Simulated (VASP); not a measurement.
VASP ran on this input.

### INCAR
```
! general
SYSTEM   =  SrO
PREC     =  Accurate
ENCUT    =  620
LREAL    =  F
LASPH    =  T

! electronic loop
EDIFF    =  1E-6
NELM     =  100
ALGO     =  Normal
LMAXMIX  =  4

! smearing
ISMEAR   =  0
SIGMA    =  0.05

! functional
GGA      =  PS

! ions
IBRION   =  2
NSW      =  40
ISIF     =  3
EDIFFG   =  -0.02
PSTRESS  =  50

! output
LWAVE    =  F
LCHARG   =  F
```

POSCAR:
```
SrO
1
    4.2449253448     0.0000000000     0.0000000000
   -2.1224626725     3.6762133257     0.0000000000
    0.0000000000     0.0000000000     5.1159311078
Sr O
2 2
Direct
  0.3333330000   0.6666670000   0.9375239695
  0.6666670000   0.3333330000   0.4375239695
  0.3333330000   0.6666670000   0.4374760305
  0.6666670000   0.3333330000   0.9374760305
```

### KPOINTS
```
Automatic mesh
0
Gamma
6 6 5
0 0 0
```

POTCAR, in this order: Sr_sv O (PBE.64 set). Program: vasp_std.

**Question.** Translate this PBEsol calculation to Ansatz.

**Answer.** One equivalent input (not run):
Ansatz 0.2 input:
```yaml
crystal:
  lattice:
    - [4.2449253, 0.0000000, 0.0000000]
    - [-2.1224627, 3.6762133, 0.0000000]
    - [0.0000000, 0.0000000, 5.1159311]
  atoms:
    - { symbol: Sr, position: [0.3333330, 0.6666670, 0.9375240] }
    - { symbol: Sr, position: [0.6666670, 0.3333330, 0.4375240] }
    - { symbol: O, position: [0.3333330, 0.6666670, 0.4374760] }
    - { symbol: O, position: [0.6666670, 0.3333330, 0.9374760] }
kpoints:
  mp_grid: { grid: [6, 6, 5] }
hamiltonian:
  xc: pbesol
  pseudopotentials: { kind: paw }
scf:
  occupations: { method: gaussian, width: 0.05 }
  max_iter: 100
relax:
  max_steps: 40
  f_tol: 0.02
  cell: { p_target: 5 }
output: { forces: true, stress: true, eigenvalues: true }
```
What does not carry over: each code has its own PAW files, so the cut-off isn't converted (ENCUT is set for VASP's; basis.ecutwfc is left out, and Ansatz then takes the one that its files recommend); Ansatz stops its SCF on the density residual and VASP on the energy change (EDIFF).

The structure was generated: SrO was put into the wurtzite type (P6_3mc), which need not be its known phase. This run relaxes it under an external pressure of 5 GPa. It ends in space group P6_3/mmc. Symmetry was kept, so distortions that lower it aren't found.
